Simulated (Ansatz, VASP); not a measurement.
## Ta4Al5N9: VASP beside Ansatz

```
Al N Ta
1.0
     5.70435   -0.05554   -0.02070
    -0.05554    6.29928    0.14116
    -0.02070    0.14116    5.76440
Al N Ta
5 9 4
Cartesian
  0.7382 4.4208 4.7379
  2.1550 0.5918 3.5029
  3.4939 3.1028 4.0848
  0.8164 5.5244 1.2828
  3.3521 6.0771 0.2857
  3.8296 1.5255 2.8270
  4.3311 1.6882 0.1927
  2.0518 3.2558 5.1218
  3.3503 4.4735 1.6738
  5.0826 5.7798 5.1985
  5.3841 3.6382 3.6465
  2.8379 5.3001 4.3766
  0.9130 3.4268 1.1836
  1.6294 0.9524 0.9225
  2.7806 2.5919 1.1477
  0.1151 1.8661 2.2632
  4.2613 5.7129 2.9153
  0.4355 1.9533 5.1978
```

Alike in both runs: task single point; functional PBE; k mesh 4 × 4 × 4; occupations fermi-dirac, width 0.2482 eV; no spin polarisation.

|  | VASP | Ansatz |
| --- | --- | --- |
| version | VASP 6.6.1 | Ansatz 0.2.0 |
| potentials or method | VASP PAW PBE potentials, release 64 (Al, N, Ta_pv) | scalar-relativistic, plane waves, PAW |
| plane-wave cutoff (eV) | 520 | 420 |
| valence electrons in the cell | 104 | 112 |

Ansatz gave:

```
gap on the k mesh at the Fermi level (eV) : none
rms of the force components (eV/Å)        : 1.847
```

**Question.** Estimate VASP's values.

**Answer.** gap on the k mesh at the Fermi level (eV): none; rms of the force components (eV/Å): 1.858.

Atom by atom the forces differ by 0.029 eV/Å (rms over components). A gap of «none» marks a metal or a gap that the smearing closes. The functional is the same, so the differences come from potentials, cutoffs and numerics. The two sets of potentials don't hold the same shells in valence.

The runs have no spin-orbit coupling, so splittings on Ta are missing.
